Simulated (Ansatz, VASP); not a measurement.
# BAsN2 (CuAu-ordered zincblende type (invented)): VASP beside Ansatz

Aim: how closely do two programs agree when they are given the same cell, functional and k mesh? The cell is generated by rule, not measured, and may not be a known phase. Of the first pair: The cell is taken from a series of runs on this material, whose earlier steps may have relaxed, scaled, displaced or heated it; both programs get it as it stands.

Program: Ansatz 0.2.0. Level of theory: plane waves, with VASP 6.6.1 beside it; relaxation of cell and atoms at PBEsol. Results are calculated unless marked as measured.

## 1. Starting point

The structure is tetragonal, space group P-4m2 (No. 115). Conventional cell: a = 2.723 Å, b = 2.723 Å, c = 4.892 Å, α = 90.00°, β = 90.00°, γ = 90.00°. B has 4 N at 1.58 Å nearest. Nearest to As lie 4 N at 2.13 Å and 4 As at 2.72 Å. Nearest to N lie 2 B at 1.58 Å and 2 As at 2.13 Å. Farther neighbours and most contacts between anions are not listed.

Coordinates:

```cif
data_structure
_symmetry_space_group_name_H-M 'P 1'
_symmetry_Int_Tables_number 1
_cell_length_a 2.7229
_cell_length_b 2.7229
_cell_length_c 4.8921
_cell_angle_alpha 90.000
_cell_angle_beta 90.000
_cell_angle_gamma 90.000
_cell_volume 36.27
loop_
_atom_site_label
_atom_site_type_symbol
_atom_site_fract_x
_atom_site_fract_y
_atom_site_fract_z
_atom_site_occupancy
B1 B 0.00000 0.00000 0.00000 1
As2 As 0.50000 0.50000 0.50000 1
N3 N 0.00000 0.50000 0.16465 1
N4 N 0.50000 0.00000 0.83535 1
```

## 2. VASP: relaxation of cell and atoms, PBEsol, pair 1

The relaxed volume is the usual yardstick between codes: in a stiff, nearly cubic crystal its relative difference is about their pressure difference at one cell divided by the bulk modulus.

Lines of VASP's logs that name or quote its potential files are left out, and so is its time.

Input file INCAR:

```
SYSTEM = BAsN2
PREC = Accurate
ENCUT = 600
EDIFF = 1E-07
NELM = 120
ISMEAR = 0
SIGMA = 0.1
LREAL = .FALSE.
ALGO = Normal
GGA = PS
NBANDS = 15
LORBIT = 11
LWAVE = .FALSE.
LCHARG = .FALSE.
ISIF = 3
IBRION = 2
NSW = 80
EDIFFG = -0.005
LASPH = .TRUE.
GGA_COMPAT = .FALSE.
NELMIN = 4
```

Input file POSCAR:

```
BAsN2
1.0
    2.7229470000      0.0000000000      0.0000000000
    0.0000000000      2.7229470000      0.0000000000
    0.0000000000      0.0000000000      4.8921500000
B As N
1 1 2
Direct
    0.0000000000      0.0000000000      0.0000000000
    0.4999998164      0.4999998164      0.5000000000
    0.0000000000      0.4999998164      0.1646478542
    0.4999998164      0.0000000000      0.8353521458
```

Input file KPOINTS:

```
Automatic mesh
0
Gamma
16 16 10
0 0 0
```

PAW data sets: B, As and N (PBE family, release 64).

The run is started by

```console
> mpirun -np 1 vasp_std
```

Numbers of over 12 decimals in the logs are rounded to 6 here.

Log:

```text
[banner, memory and clock lines left out]
running    1 mpi-ranks, on    1 nodes
 distrk:  each k-point on    1 cores,    1 groups
 distr:  one band on    1 cores,    1 groups

 POSCAR found type information on POSCAR B AsN
 POSCAR found :  3 types and       4 ions
|                                                                             |
|               ----> ADVICE to this user running VASP <----                  |
|                                                                             |
|     You enforced a specific xc type in the INCAR file but a different       |
|     [... a line on the potential file left out ...]
|     I HOPE YOU KNOW WHAT YOU ARE DOING!                                     |
|                                                                             |

 LDA part: xc-table for (Slater+PW92), standard interpolation
 POSCAR, INCAR and KPOINTS ok, starting setup
 FFT: planning ... GRIDC
 FFT: planning ... GRID_SOFT
 FFT: planning ... GRID
 WAVECAR not read
 entering main loop
       N       E                     dE             d eps       ncg     rms          rms(c)
DAV:   1     0.660673576079E+02    0.66067E+02   -0.10202E+04  8100   0.128E+03
DAV:   2    -0.274282635882E+02   -0.93496E+02   -0.88052E+02 10543   0.251E+02
DAV:   3    -0.315788541787E+02   -0.41506E+01   -0.41166E+01 11068   0.576E+01
DAV:   4    -0.316012718594E+02   -0.22418E-01   -0.22412E-01  9311   0.430E+00
DAV:   5    -0.316014641064E+02   -0.19225E-03   -0.19220E-03 11096   0.360E-01    0.110E+01
DAV:   6    -0.287881511068E+02    0.28133E+01   -0.12812E+01 10466   0.281E+01    0.521E+00
DAV:   7    -0.284339524396E+02    0.35420E+00   -0.17513E+00  9675   0.108E+01    0.316E+00
DAV:   8    -0.284079073711E+02    0.26045E-01   -0.19880E-01 10669   0.347E+00    0.941E-01
DAV:   9    -0.284049798078E+02    0.29276E-02   -0.94858E-03 10515   0.836E-01    0.246E-01
DAV:  10    -0.284038240133E+02    0.11558E-02   -0.67384E-03 10354   0.584E-01    0.530E-02
DAV:  11    -0.284038119612E+02    0.12052E-04   -0.38663E-04  9913   0.184E-01    0.250E-02
DAV:  12    -0.284038127614E+02   -0.80027E-06   -0.62132E-05 10137   0.655E-02    0.109E-02
DAV:  13    -0.284038108036E+02    0.19579E-05   -0.60707E-06 10795   0.220E-02    0.357E-03
DAV:  14    -0.284038109652E+02   -0.16162E-06   -0.66813E-07  9297   0.699E-03    0.112E-03
DAV:  15    -0.284038109276E+02    0.37614E-07   -0.62268E-08  6157   0.204E-03
   1 F= -.28403811E+02 E0= -.28398483E+02  d E =-.284038E+02
[...]
2 F= -.28403858E+02 E0= -.28398515E+02  d E =-.470359E-04
[...]
3 F= -.28403896E+02 E0= -.28398559E+02  d E =-.849269E-04
[...]
4 F= -.28403896E+02 E0= -.28398559E+02  d E =-.849724E-04
 curvature:  -0.30 expect dE=-0.303E-05 dE for cont linesearch -0.556E-08
 ZBRENT: accuracy reached
 trial: gam= 0.04259 g(F)=  0.890E-05 g(S)=  0.102E-05 ort =-0.229E-05 (trialstep = 0.922E+00)
 search vector abs. value=  0.102E-04
 bond charge predicted
       N       E                     dE             d eps       ncg     rms          rms(c)
DAV:   1    -0.284038991008E+02   -0.31910E-05   -0.15662E-03  8114   0.318E-01    0.858E-03
DAV:   2    -0.284038998419E+02   -0.74113E-06   -0.18081E-05 11446   0.380E-02    0.366E-03
DAV:   3    -0.284038995851E+02    0.25674E-06   -0.69860E-07  9466   0.729E-03    0.137E-03
DAV:   4    -0.284038995779E+02    0.72739E-08   -0.14393E-07  8814   0.294E-03
   5 F= -.28403900E+02 E0= -.28398559E+02  d E =-.367786E-05
 trial-energy change:   -0.000004  1 .order   -0.000004   -0.000009    0.000002
 step:   0.7745(harm=  0.7745)  dis= 0.00038  next Energy=   -28.403900 (dE=-0.380E-05)
 reached required accuracy - stopping structural energy minimisation
```

OUTCAR, selected parts (step 2):

```text
ion  position               nearest neighbor table
   1  0.000  0.000  0.000-   3 1.58   4 1.58   3 1.58   4 1.58
   2  0.500  0.500  0.500-   3 2.13   4 2.13   3 2.13   4 2.13
   3  0.000  0.500  0.165-   1 1.58   1 1.58   2 2.13   2 2.13
   4  0.500  0.000  0.835-   1 1.58   1 1.58   2 2.13   2 2.13

  LATTYP: Found a simple tetragonal cell.
 ALAT       =     2.7229470000
 C/A-ratio  =     1.7966379808

 Subroutine GETGRP returns: Found  8 space group operations
 (whereof  8 operations were pure point group operations)

The static configuration has the point symmetry D_2d.

 Found    270 irreducible k-points:

   k-points           NKPTS =    270   k-points in BZ     NKDIM =    270   number of bands    NBANDS=     15

   dimension x,y,z NGX =    24 NGY =   24 NGZ =   40
   dimension x,y,z NGXF=    48 NGYF=   48 NGZF=   80

   ENCUT  =  600.0 eV  44.10 Ry    6.64 a.u.   5.44  5.44  9.77*2*pi/ulx,y,z

   NELECT =      18.0000    total number of electrons

 k-points in reciprocal lattice and weights: Automatic mesh
   0.00000000  0.00000000  0.00000000       0.000
   0.06250000  0.00000000  0.00000000       0.002
   0.12500000  0.00000000  0.00000000       0.002
   0.18750000  0.00000000  0.00000000       0.002
   0.25000000  0.00000000  0.00000000       0.002
   0.31250000  0.00000000  0.00000000       0.002
   0.37500000  0.00000000  0.00000000       0.002
   0.43750000  0.00000000  0.00000000       0.002
   0.50000000  0.00000000  0.00000000       0.001
[...]
0.50000000  0.43750000  0.50000000       0.002
   0.50000000  0.50000000  0.50000000       0.000

 average (electrostatic) potential at core
       1 -25.7675       2 -48.0755       3 -61.5927       4 -61.5927

 E-fermi :   7.3213

 k-point     1 :       0.0000    0.0000    0.0000
  band No.  band energies     occupation
    ...
      5       2.2710      2.00000
      6       3.4694      2.00000
      7       6.0186      2.00000
      8       6.7650      2.00000
      9       6.7650      2.00000
     10      10.9158      0.00000
     11      12.2125      0.00000
     12      12.2125      0.00000
     13      12.5950      0.00000
     14      14.5705      0.00000
    ...

 k-point     2 :       0.0625    0.0000    0.0000
  band No.  band energies     occupation
    ...
      5       2.3073      2.00000
      6       3.6768      2.00000
      7       5.6678      2.00000
      8       6.7641      2.00000
      9       6.9037      2.00000
     10      10.4223      0.00000
     11      12.1365      0.00000
     12      12.2748      0.00000
     13      12.9892      0.00000
     14      14.9564      0.00000
    ...

 k-point     3 :       0.1250    0.0000    0.0000
  band No.  band energies     occupation
    ...
      5       2.4134      2.00000
      6       3.7966      2.00000
      7       4.9530      2.00000
      8       6.7589      2.00000
      9       7.0831      1.99924
     10       9.4826      0.00000
     11      12.3914      0.00000
     12      12.4589      0.00000
     13      13.3813      0.00000
     14      15.8504      0.00000
    ...

  Total       -0.0009259     -0.0009259      0.0010754      0.0000000      0.0000000      0.0000000
  in kB       -0.0408231     -0.0408231      0.0474137      0.0000000      0.0000000      0.0000000
  external PRESSURE =      -0.0114109 kB  Pullay stress =       0.0000000 kB

  energy-cutoff  :      600.00
  volume of cell :       36.34
      direct lattice vectors                 reciprocal lattice vectors
     2.724149006  0.000000000 -0.000000000     0.367087115  0.000000000 -0.000000000
     0.000000000  2.724149006  0.000000000     0.000000000  0.367087115  0.000000000
     0.000000000  0.000000000  4.896616229     0.000000000  0.000000000  0.204222662

 POSITION                                       TOTAL-FORCE (eV/Angst)
 -----------------------------------------------------------------------------------
      0.00000      0.00000      4.89662         0.000000      0.000000      0.000000
      1.36207      1.36207      2.44831        -0.000000      0.000000      0.000000
      0.00000      1.36207      0.80545        -0.000000      0.000000      0.002051
      1.36207      0.00000      4.09117         0.000000      0.000000     -0.002051
 -----------------------------------------------------------------------------------
    total drift:                                0.000386      0.000386      0.000000

  FREE ENERGIE OF THE ION-ELECTRON SYSTEM (eV)
  ---------------------------------------------------
  free  energy   TOTEN  =       -28.4038995779 eV

  energy  without entropy=      -28.3932189812  energy(sigma->0) =      -28.39855928

 reached required accuracy - stopping structural energy minimisation

 total charge
# of ion       s       p       d       tot
------------------------------------------
    1        0.651   1.270   0.000   1.921
    2        1.312   1.224   0.135   2.671
    3        1.260   2.462   0.000   3.722
    4        1.260   2.462   0.000   3.722
--------------------------------------------------
tot          4.483   7.419   0.135  12.036

[... 3 further parts left out ...]
```

CONTCAR:

```
BAsN2
   1.00000000000000
     2.7241490056729476    0.0000000000000000   -0.0000000000000000
     0.0000000000000000    2.7241490056729476    0.0000000000000000
     0.0000000000000000    0.0000000000000000    4.8966162285927473
  B               As              N
     1     1     2
Direct
     0.0000000000000000    0.0000000000000000    1.0000000000000000
     0.4999998163999990    0.4999998163999990    0.5000000000000000
     0.0000000000000000    0.4999998163999990    0.1644904259258803
     0.4999998163999990    0.0000000000000000    0.8355095740741199
```

## 3. Ansatz: relaxation of cell and atoms, PBEsol, pair 1

Ansatz runs on its default PAW (the set named soft_2) files.

The same cell, functional, mesh and smearing now go to Ansatz, which takes its cutoff from its data sets.

Input file input.yaml:

```yaml
crystal:
  lattice:
    - [2.7229469651, 0.0, 0.0]
    - [0.0, 2.7229469651, 0.0]
    - [0.0, 0.0, 4.8921498343]
  atoms:
    - { symbol: B, position: [0.0, 0.0, 0.0] }
    - { symbol: As, position: [0.5, 0.5, 0.5] }
    - { symbol: "N", position: [0.0, 0.5, 0.164647786] }
    - { symbol: "N", position: [0.5, 0.0, 0.835352214] }
kpoints:
  mp_grid: { grid: [16, 16, 10] }
hamiltonian:
  xc: pbesol
scf:
  occupations: { method: gaussian, width: 0.1 }
output:
  forces: true
  stress: true
  eigenvalues: true
  write_density: true
  write_potential: true
  elf: true
  volumetric_format: npy
relax:
  adjacent_minimum: "off"
  f_tol: 0.005
  max_steps: 80
  cell: { stress_tol: 0.05 }
```

The run is started by

```console
> ansatz run input.yaml --threads 2 --pin off --max-ram 5120MiB --backend cpu --events-out ev --progress --plain --runs-dir out
```

Log:

```text
Engine: ansatz 0.2.0, x86_64-unknown-linux-gnu
Pseudopotentials: kind: paw
Pseudopotential: B, paw, valence charge 3, recommended cutoff 420 eV (normal), B.paw.azcp
Pseudopotential: As, paw, valence charge 15, recommended cutoff 420 eV (normal), As.paw.azcp
Pseudopotential: N, paw, valence charge 5, recommended cutoff 420 eV (normal), N.paw.azcp
Functional definition: PBEsol
  exchange = pbesol_x
  correlation = pbesol_c
Crystal: 4 atoms, lattice volume = 36.273 Å³
Basis set: ecut = 420 eV, 709 PW (Γ), exchange–correlation on 40×40×72 points (8 copies of the dense FFT grid, shifted against one another)
Bands: 18, of which v1, the nominal top of the filled ones, is band 14 counted from 1 (13 counted from 0)
Symmetry: 8 space group operations
Space group: P-4m2 (ITA 115), of the structure as read, at distance tolerance 3.3e-5 Å
k-points: 270 of 2560 (time reversal used)
Non-local potential: B, projectors of the file, l = 0: 2, l = 1: 2, l = 2: 1
Non-local potential: As, projectors of the file, l = 0: 2, l = 1: 2, l = 2: 3, l = 3: 1
Non-local potential: N, projectors of the file, l = 0: 2, l = 1: 2, l = 2: 1
PAW form: soft (Blöchl's): semilocal exchange-correlation on the pseudo side does not see the compensation charge
PAW frozen core: B, regenerated for the run's functional, and the local potential with it (the file was generated under x = pbe(κ = 0.804, μ = 0.219515), c = pbe(β = 0.066725))
PAW frozen core: As, regenerated for the run's functional, and the local potential with it (the file was generated under x = pbe(κ = 0.804, μ = 0.219515), c = pbe(β = 0.066725))
PAW frozen core: N, regenerated for the run's functional, and the local potential with it (the file was generated under x = pbe(κ = 0.804, μ = 0.219515), c = pbe(β = 0.066725))
PAW one-centre angular grid: B, 110 points (default); XC on 64 Gauss nodes
PAW one-centre angular grid: As, 590 points (default); XC on 64 Gauss nodes
PAW one-centre angular grid: N, 110 points (default); XC on 64 Gauss nodes
Initial density: superposition of atomic densities (neutral atoms: chi_scale 0, normalization atom), corrected by the library's trained network
Initial wavefunctions: pseudopotential atomic-orbital guess
Functional: x = pbesol(κ = 0.804, μ = 0.123457), c = pbesol(β = 0.046)
SCF iter   1: F=—  HF=-5721.709040 eV  |F-HF|=—  |Δ(HF+E_count)|=         —  Δρ=2.25e-2  dr2=3.01e-1  ethr=1.77e-3  ⟨swp⟩=5.0  Hψ=22773  notcnv=0
preconditioner: auto → none  [metal: Δε(μ)=0.004 eV  Ē_g=12.332 eV  σ=0.100 eV  W_gap=0.02  n_scr=8 (ndim 8)  ℏωp=26.2 eV  f_vac=0.000  D(μ)=2.19/eV (n_scr^D=20)  sad-step TF]
SCF iter   2: F=—  HF=-5721.685651 eV  |F-HF|=—  |Δ(HF+E_count)|=   2.34e-2  Δρ=1.52e-2  dr2=1.74e-1  ethr=1.07e-3  ⟨swp⟩=1.0  Hψ=7020  notcnv=0
SCF iter   3: F=—  HF=-5721.657638 eV  |F-HF|=—  |Δ(HF+E_count)|=   2.80e-2  Δρ=3.89e-3  dr2=4.45e-3  ethr=6.20e-4  ⟨swp⟩=2.3  Hψ=6446  notcnv=0  defer=5
SCF iter   4: F=—  HF=-5721.655781 eV  |F-HF|=—  |Δ(HF+E_count)|=   1.86e-3  Δρ=1.06e-3  dr2=4.75e-4  ethr=1.59e-5  ⟨swp⟩=2.0  Hψ=8818  notcnv=0  defer=11
SCF iter   5: F=—  HF=-5721.655720 eV  |F-HF|=—  |Δ(HF+E_count)|=   6.10e-5  Δρ=2.47e-4  dr2=1.03e-5  ethr=1.70e-6  ⟨swp⟩=2.0  Hψ=6150  notcnv=0  defer=11
SCF iter   6: F=—  HF=-5721.655762 eV  |F-HF|=—  |Δ(HF+E_count)|=   4.18e-5  Δρ=4.32e-5  dr2=2.55e-7  ethr=3.69e-8  ⟨swp⟩=2.0  Hψ=8564  notcnv=0  defer=21
SCF iter   7: F=-5721.655762 eV  HF=-5721.655762 eV  |F-HF|=7.27e-9  |Δ(HF+E_count)|=   9.15e-8  Δρ=1.06e-5  dr2=1.46e-8  ethr=3.57e-10  ⟨swp⟩=9.2  Hψ=34054  notcnv=0
SCF 1 converged in 7 iterations: F = -5721.655762 eV  dr2 = 1.46e-8
  Residual-converged pass: ⟨swp⟩=1.0  Hψ=5940  notcnv=0  max |occ|·‖R‖ = 7.1e-9 eV (tolerance 1.0e-8 eV)  dr2=1.46e-8  dr2_onsite=5.54e-9  max |Δocc| = 1.2e-10
  greatest PAW one-centre occupation: 1.000 electrons in one spin orbital (limit 2), on the As atom at site 1 (counted from 0), in its partial waves of l = 2
relax step   1: F+E_penalty+E_count = -5721.65576223 eV  Δ(F+E_penalty+E_count) = +0.000e0 eV  max|allowed force component| = 3.502e-3 eV/Å  Δτ_max = 0.0000 Å  P = +0.105 GPa  Ω = 36.273 Å³  (7 SCF iters, dr2 threshold 1.00e-7 eV, accepted)
[...]
relax step   2: F+E_penalty+E_count = -5721.65572980 eV  Δ(F+E_penalty+E_count) = +3.243e-5 eV  max|allowed force component| = 3.894e-4 eV/Å  Δτ_max = 0.0001 Å  P = +0.034 GPa  Ω = 36.283 Å³  energy of the carried Pulay correction = -3.833e-5 eV  (6 SCF iters, accepted)
[...]
relax step   3: F+E_penalty+E_count = -5721.65575694 eV  Δ(F+E_penalty+E_count) = -2.715e-5 eV  max|allowed force component| = 3.933e-4 eV/Å  Δτ_max = 0.0000 Å  P = +0.036 GPa  Ω = 36.283 Å³  stress off target by 4.14e-2 GPa  SCF on the basis re-selected at this cell (its energy is not comparable with the rows above)  (8 SCF iters)
basis re-selected at this cell: Δ(F+E_penalty+E_count) = -2.715e-5 eV, ΔP = +0.002 GPa vs the last step (what re-selecting the basis moved, of the pressure what is left beyond the Pulay correction that the steps carried, after the strain that the cell walked since its last selection, with what the two solves' SCF thresholds leave and, on support functions, any second-order correction that the steps lacked; it is no m [...]
SCF converged after 8 iterations
Free energy (F): -5721.655757 eV
Harris-Foulkes:  -5721.655757 eV  (|F-HF|=9.09e-13)
Internal energy: -5721.645099 eV  (E = F + TS)
E sigma→0 (E₀):  -5721.650428 eV
Entropy (-TS):   -0.010658 eV (-2.664 meV/atom)
Fermi energy:    12.298639 eV
--- Per-component energies (eV) ---
  E_band       = -161.803234
  E_kinetic    = 412.721498
  E_local      = -1878.965929  (includes V_loc(G=0)·N_el)
  E_nonlocal   = -563.912171
  E_hartree    = 973.875383
  E_xc         = -229.660714
  E_vxc        = -269.333151  (∫ρ·V_xc dr)
  E_paw        = -2113.241653  (= ΣΔE_a)
  E_vpaw       = 189.935565  (= ΣTr[D̂ρ^β])
  E_aug_tail   = 0.000187  (compensation charges beyond the density's cutoff)
  E_ewald      = -2323.499037
  E_core_change = 1.037337  (= ΣΔE_core)
  E_smearing   = -0.010658  (= −TS)
  E_closure    = -0.000000  (closes the sum)
  Σ components = -5721.655757   (vs F -5721.655757, Δ=0.00e0)
--- Forces (eV/Å), atoms counted from 1 ---
  atom   1  B      0.00000000     0.00000000    -0.00000000
  atom   2  As     0.00000000     0.00000000    -0.00000000
  atom   3  N     -0.00000000     0.00000000     0.00039331
  atom   4  N      0.00000000     0.00000000    -0.00039331
  max |Σ_I F_I| component: 6.97e-16 eV/Å
--- Stress (GPa, compression-positive) ---
        0.041365       0.000000       0.000000
        0.000000       0.041365       0.000000
        0.000000       0.000000       0.025020
  P = ⅓ Tr σ = 0.0359 GPa (0.359 kbar)
--- Band table (eV; the first three rows and the last of 270) ---
  k-point 0: bands = [... 10 lower, 8.4452, 10.9923, 11.7343, 11.7343, 15.8988, 17.1878, 17.1878, 17.5824]
  k-point 1: bands = [... 10 lower, 8.1132, 11.2450, 11.6725, 11.6725, 15.9570, 17.2870, 17.2870, 17.4187]
  k-point 2: bands = [... 10 lower, 7.3666, 11.5168, 11.5168, 11.7681, 16.0888, 17.0364, 17.5470, 17.5470]
  k-point 269: bands = [... 10 lower, 5.6455, 5.6780, 5.9494, 12.9470, 12.9470, 13.3905, 17.1902, 17.8598]
--- Relaxed structure (2 steps of the walk, 2 accepted, 1 SCFs on fresh bases) ---
  F+E_penalty+E_count = -5721.65575694 eV   max|allowed force component| = 3.933e-4 eV/Å   (the final SCF, on the basis selected at the relaxed cell)
  cell:  # Å, volume = 36.2829 Å³
    - [2.722988, 0.0, 0]
    - [0.0, 2.722988, 0.0]
    - [0, 0.0, 4.893395]
  atoms:
    - { symbol: B, position: [0, 0.0, 0] }
    - { symbol: As, position: [0.500000, 0.500000, 0.5] }
    - { symbol: N, position: [0, 0.500000, 0.164661] }
    - { symbol: N, position: [0.500000, 0.0, 0.835339] }
```

Reading the cycles: dr2 is the Hartree energy of the density residual (eV), the measure of convergence; HF is the Harris–Foulkes estimate of the energy, which meets the free energy F at convergence.

## 4. Comparison

Known differences besides the potentials themselves: the data sets hold 28 valence electrons in Ansatz (on its default PAW (the set named soft_2) files) and 18 in VASP; the cutoff is 420 eV in Ansatz and 600 eV in VASP; Ansatz makes its cores anew for this functional, VASP keeps those of its PBE data sets; Ansatz adds a Pulay correction to the stress that steers its cell, VASP none. Total energies have different zeros and are not compared.

Compared:

```csv
quantity,Ansatz,VASP,difference
volume (Å³),36.28,36.34,-0.15 %
"edge a after relaxation, in the typed setting (Å)",2.723,2.724,-0.04 %
"edge c after relaxation, in the typed setting (Å)",4.893,4.897,-0.07 %
```

(Part 1 of 2 ends here.)

[Lines on the potential files, build, host, timing and source positions are cut from VASP's logs without a mark.]

[Logs are printed without paths, hosts, clocks, repeated set-up lines and the standing remarks that a program may print on its own settings, such as how far it seeks lower states.]

[Hosts, paths, dates, database ids (printed as entryN), source tags and the programs' standing remarks are cut or masked in the printed files.]
